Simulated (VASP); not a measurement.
In HfO₂ (fluorite type) the Hf atom of the primitive cell, with all its periodic images, is moved by 0.06 Å along [111].

```
Hf O
1.0
     0.00000    2.53500    2.53500
     2.53500    0.00000    2.53500
     2.53500    2.53500    0.00000
Hf O
1 2
Direct
  0.00683 0.00683 0.00683
  0.25000 0.25000 0.25000
  0.75000 0.75000 0.75000
```

Method: VASP 6.6.1, HSE06, plane waves, standard recommended PAW potentials.

Cutoff 520 eV; orbitals from an earlier step on the same cell; potentials Hf_pv O; PREC = Accurate; HFSCREEN = 0.208; HFRCUT = 0; PRECFOCK = Normal; k-mesh 4×4×4 Γ-centred; Fermi–Dirac smearing of 0.05 eV; no spin polarisation; no spin–orbit coupling.

What force results?

The force on it along the displacement is -0.3119 eV/Å, a force constant of 5.20 eV/Å². The cell stands under a pressure of -6.6 GPa, which shifts the constant from its value at the relaxed volume.

| atom | Fx (eV/Å) | Fy (eV/Å) | Fz (eV/Å) |
| --- | --- | --- | --- |
| Hf1 | -0.1801 | -0.1801 | -0.1801 |
| O2 | 0.1165 | 0.1165 | 0.1165 |
| O3 | 0.0636 | 0.0636 | 0.0636 |

This cubic structure is a model: it isn't the usual form of the substance at ambient conditions, and such phases are metastable or hypothetical. Potentials made with PBE were used with another functional.
